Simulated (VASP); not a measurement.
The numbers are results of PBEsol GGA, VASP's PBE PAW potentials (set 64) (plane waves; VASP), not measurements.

The input files of a VASP run:

**KPOINTS**
```
Automatic mesh
0
Gamma
11 11 6
0 0 0
```

### POSCAR
```
GaN
1.0
  3.1820442646   0.0000000000   0.0000000000
 -1.5910221323   2.7557311313   0.0000000000
  0.0000000000   0.0000000000   5.1800056342
Ga N
2 2
Cartesian
 -0.0000015910   1.8371550061   0.0000000000
  1.5910237233   0.9185761252   2.5900028171
 -0.0000015910   1.8371550061   1.9528621241
  1.5910237233   0.9185761252   4.5428649412
```

**INCAR**
```
ALGO = Fast
EDIFF = 1E-5
EDIFFG = -0.03
ENCUT = 450
GGA = PS
IBRION = 2
ISIF = 2
ISMEAR = 0
LASPH = .TRUE.
LCHARG = .FALSE.
LMAXMIX = 4
LREAL = .FALSE.
LWAVE = .FALSE.
NELM = 100
NELMIN = 4
NSW = 20
PREC = Normal
SIGMA = 0.05
SYSTEM = GaN
```

POTCAR, in this order: Ga_d N (PBE.64 set). Program: vasp_std.

Problem. Estimate the energy per atom (σ→0).

Solution. 
| Property | Value |
|---|---|
| energy per atom (σ→0) | -6.569 eV/atom |

**OSZICAR**
```
...
RMM:   9    -0.262732452100E+02    0.73973E-02   -0.70018E-02  4141   0.162E+00    0.323E-01
RMM:  10    -0.262740407218E+02   -0.79551E-03   -0.31226E-02  3530   0.865E-01    0.114E-01
RMM:  11    -0.262745525572E+02   -0.51184E-03   -0.53753E-03  3534   0.713E-01    0.889E-02
RMM:  12    -0.262744054745E+02    0.14708E-03   -0.24579E-03  3601   0.313E-01    0.918E-03
RMM:  13    -0.262744493718E+02   -0.43897E-04   -0.48996E-04  3290   0.151E-01    0.120E-02
RMM:  14    -0.262744622155E+02   -0.12844E-04   -0.15580E-04  2618   0.690E-02    0.133E-02
RMM:  15    -0.262744590380E+02    0.31775E-05   -0.37983E-05  2435   0.510E-02
   1 F= -.26274459E+02 E0= -.26274459E+02  d E =-.262745E+02
```

The compound is GaN in the wurtzite structure. It was relaxed first.
